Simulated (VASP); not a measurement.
An input for Quantum ESPRESSO's pw.x (written as the equivalent of a VASP run, and not itself run):

```
&CONTROL
  calculation = 'vc-relax'
  pseudo_dir = './pseudo'
  outdir = './out'
  tprnfor = .true.
  tstress = .true.
  nstep = 40
  forc_conv_thr = 0.00078
/
&SYSTEM
  ibrav = 0
  nat = 2
  ntyp = 2
  ecutwfc = 82.3
  occupations = 'smearing'
  smearing = 'gaussian'
  degauss = 0.003675
  input_dft = 'pbe'
/
&ELECTRONS
  conv_thr = 7.3e-08
  electron_maxstep = 100
/
&IONS
/
&CELL
/
ATOMIC_SPECIES
  Sn 118.710 Sn.upf
  Te 127.600 Te.upf
CELL_PARAMETERS angstrom
     0.0000000    3.2022268    3.2022268
     3.2022268    0.0000000    3.2022268
     3.2022268    3.2022268    0.0000000
ATOMIC_POSITIONS crystal
  Sn   0.0000000  0.0000000  0.0000000
  Te   0.5000000  0.5000000  0.5000000
K_POINTS automatic
  7 7 7 0 0 0
```

Task: Write the VASP files for the same calculation (PBE).

Result: One answer among several that fit: 
INCAR:
```
ENCUT = 500   ! plane-wave cut-off (eV)
SIGMA = 0.05
NELM = 100   ! most electronic steps
PREC = Accurate
NSW = 40   ! most ionic steps
LREAL = .FALSE.
SYSTEM = SnTe
LMAXMIX = 4
EDIFF = 1E-6   ! SCF stop (eV)
LCHARG = .FALSE.
LASPH = .TRUE.
ISIF = 3   ! ions, shape and volume
GGA = PE
IBRION = 2   ! conjugate gradients
ISMEAR = 0
ALGO = Normal
LWAVE = .FALSE.
EDIFFG = -0.02
```

File POSCAR:
```
SnTe
1
    0.0000000000     3.2022268375     3.2022268375
    3.2022268375     0.0000000000     3.2022268375
    3.2022268375     3.2022268375     0.0000000000
Sn Te
1 1
Direct
  0.0000000000   0.0000000000   0.0000000000
  0.5000000000   0.5000000000   0.5000000000
```

KPOINTS:
```
Automatic mesh
0
Gamma
7 7 7
0 0 0
```

POTCAR, in this order: Sn_d Te (PBE.64 set). Program: vasp_std.

Limits of the translation: the potentials are each code's own (VASP's PAW set, PseudoDojo norm-conserving files in pw.x), so ENCUT and ecutwfc are chosen apart and not converted; conv_thr bounds pw.x's estimated SCF error, while EDIFF bounds the energy change between steps; forc_conv_thr acts on force components and is met together with etot_conv_thr.

The compound is SnTe in the rock salt structure, which distorts at low temperature. It was relaxed first.
